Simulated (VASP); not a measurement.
Here is the system:

```
CELL_PARAMETERS angstrom
      3.18957     0.00000     0.00000
     -1.59478     2.76225     0.00000
      0.00000     0.00000     5.19340
ATOMIC_POSITIONS crystal
  Ga 0.66667 0.33333 0.49908
  Ga 0.33333 0.66667 0.99908
  N  0.66667 0.33333 0.87592
  N  0.33333 0.66667 0.37592
```

Method: PBE GGA, VASP's PBE PAW potentials (set 64) (plane waves; VASP). Settings: 400 eV cut-off, 6×6×4 Γ-centred mesh, Gaussian smearing of 0.010 eV, potentials Ga_d N.

At this cut-off the stress carries a Pulay error, which pulls relaxed volumes low.

Task: Give the stress tensor in GPa (positive for a compressed cell).

Result: 
```
1.51  0.00  0.00
0.00  1.51  0.00
0.00  0.00  1.59
```
The pressure is its mean diagonal, 1.54 GPa.

The structure comes from a computed database's GaN entry; how it stands against other phases isn't given here. The cell was not relaxed at this level.
